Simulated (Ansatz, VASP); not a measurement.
## Two plane-wave programs on MgCdO

```
Mg Cd O
1.0
     3.22786    0.00000    0.00000
     0.00000    3.22786    0.00000
     0.00000    0.00000    4.43754
Mg Cd O
1 1 1
Direct
  0.00000 0.00000 0.50000
  0.00000 0.00000 0.00000
  0.50000 0.50000 0.00000
```

Change from the starting cell: species swapped into the TiOF type (P4/mmm, No. 123).

Alike in both runs: task single point; functional PBE; k mesh 6 × 6 × 4; occupations gaussian, width 0.1 eV; collinear spin.

```csv
,VASP,Ansatz
version,VASP 6.6.1,Ansatz 0.2.0
potentials or method,"VASP PAW PBE potentials, release 64 (Mg, Cd, O)","scalar-relativistic, plane waves, PAW"
plane-wave cutoff (eV),520,420
valence electrons in the cell,20,36
```

```csv
,VASP,Ansatz,Ansatz less VASP
gap on the k mesh at the Fermi level (eV),none,none,-
net moment per atom (μB),0.00,0.00,0.000
```

A gap of «none» marks a metal or a gap that the smearing closes. The two sets of potentials don't hold the same shells in valence. Ansatz warned: «filled_band_counts_differ_across_k_points».
